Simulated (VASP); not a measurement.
Crystal: Al2SiF2.

```
CELL_PARAMETERS angstrom
1.48221 0.85576 9.01215
-1.48221 0.85576 9.01215
0.00000 -1.71151 9.01215
ATOMIC_POSITIONS crystal
Al 0.40593 0.40593 0.40593
Al 0.59407 0.59407 0.59407
Si 0.00000 0.00000 0.00000
F 0.78435 0.78435 0.78435
F 0.21565 0.21565 0.21565
```

The cell was built by a generator and needn't be a form met in nature.

- Program: VASP 6.6.1
- Task: relaxation of cell and atoms
- Functional: PBE
- Potentials or basis: VASP PAW PBE potentials, release 64 (Al, Si, F)
- Cutoff: 520 eV
- k mesh: 12 × 12 × 12
- Occupations: gaussian, width 0.1 eV
- Spin: no spin polarisation

At the start: pressure 0.5 GPa; volume 13.72 Å³/atom.

Task: How do energy, volume and symmetry change on relaxing?

Result: Over 19 steps the energy falls by 2.1 meV/atom and the volume is 14.20 Å³/atom (+3.5 %); space group R-3m (No. 166, to 0.05 Å).

Step by step:
```tsv
step	energy change (eV)	largest force (eV/Å)	pressure (GPa)	volume (Å³)
1	0.0000	0.0087	0.46	68.59
2	-0.0011	0.0411	0.10	68.82
3	-0.0014	0.0702	-0.19	69.03
4	-0.0019	0.0586	-0.10	69.00
5	-0.0029	0.0878	0.10	68.93
6	-0.0020	0.1765	0.57	68.77
7	-0.0030	0.1129	0.22	68.88
8	-0.0034	0.0994	0.21	68.91
9	-0.0043	0.0589	0.18	69.00
10	-0.0051	0.0854	0.13	69.16
11	-0.0060	0.0724	0.14	69.30
12	-0.0082	0.0330	0.21	69.72
13	-0.0095	0.0473	0.39	70.56
14	-0.0101	0.0211	0.08	71.00
15	-0.0101	0.0095	-0.05	71.20
16	-0.0103	0.0066	-0.05	71.17
17	-0.0105	0.0193	-0.06	71.11
18	-0.0105	0.0059	-0.02	71.05
19	-0.0105	0.0047	0.02	71.02
```

Final structure:
```xyz
5
Lattice="1.4801 0.8545 9.3584 -1.4801 0.8545 9.3584 0.0000 -1.7090 9.3584" Properties=species:S:1:pos:R:3 pbc="T T T"
Al    0.0000    0.0000   11.3265
Al    0.0000    0.0000   16.7485
Si    0.0000    0.0000    0.0000
F     0.0000    0.0000   21.9096
F     0.0000    0.0000    6.1654
```
